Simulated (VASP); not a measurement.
The system is Sb2Te3O2.

```
CELL_PARAMETERS angstrom
2.13000 1.22976 12.00000
-2.13000 1.22976 12.00000
0.00000 -2.45951 12.00000
ATOMIC_POSITIONS crystal
Sb 0.38900 0.38900 0.38900
Sb 0.61100 0.61100 0.61100
Te 0.23000 0.23000 0.23000
Te 0.77000 0.77000 0.77000
Te 0.00000 0.00000 0.00000
O 0.48300 0.48300 0.48300
O 0.51700 0.51700 0.51700
```

The cell was built by a generator and needn't be a form met in nature.

* Program: VASP 6.6.1
* Task: relaxation of cell and atoms
* Functional: PBE
* Potentials or basis: VASP PAW PBE potentials, release 64 (Sb, Te, O)
* Cutoff: 520 eV
* k mesh: 4 × 4 × 4
* Occupations: gaussian, width 0.15 eV
* Spin: no spin polarisation

At the start: pressure 2.4 GPa; volume 26.94 Å³/atom.

**Question.** How do energy, volume and symmetry change on relaxing?

**Answer.** Over 20 steps the energy falls by 20.3 meV/atom and the volume is 27.63 Å³/atom (+2.5 %); space group R-3m (No. 166, to 0.05 Å).

Step by step:
```
step  energy change (eV)  largest force (eV/Å)  pressure (GPa)  volume (Å³)
   1              0.0000                3.7220            2.37       188.60
   2              1.1306                4.1257           -4.94       199.58
   3              0.1120                3.2138           -2.19       193.45
   4             -0.1014                1.3816           -0.58       191.18
   5             -0.1273                0.1303            0.51       190.06
   6             -0.1280                0.1182            0.29       190.23
   7             -0.1281                0.1079            0.51       190.20
   8             -0.1315                0.1513           -0.01       192.06
   9             -0.1317                0.1663           -0.16       192.73
  10             -0.1346                0.1813            0.15       192.99
  11             -0.1351                0.4302            0.26       193.23
  12             -0.1356                0.4126            0.10       193.31
  13             -0.1370                0.3913            0.20       193.56
  14             -0.1388                0.3161            0.08       194.06
  15             -0.1387                0.2041           -0.02       195.05
  16             -0.1394                0.2338           -0.06       194.58
  17             -0.1402                0.1539           -0.20       194.51
  18             -0.1408                0.1254           -0.22       194.34
  19             -0.1414                0.1125           -0.18       194.10
  20             -0.1424                0.0653           -0.04       193.38
```

Final structure:
```
CELL_PARAMETERS angstrom
2.13224 1.23105 12.27892
-2.13224 1.23105 12.27892
0.00000 -2.46210 12.27892
ATOMIC_POSITIONS crystal
Sb 0.38860 0.38860 0.38860
Sb 0.61140 0.61140 0.61140
Te 0.23131 0.23131 0.23131
Te 0.76869 0.76869 0.76869
Te 0.00000 0.00000 0.00000
O 0.48248 0.48248 0.48248
O 0.51752 0.51752 0.51752
```

Caveat: the k mesh is coarse (spacing up to 0.43 Å⁻¹), so the values aren't converged; the standard files for N, O and F lose accuracy on very short bonds.
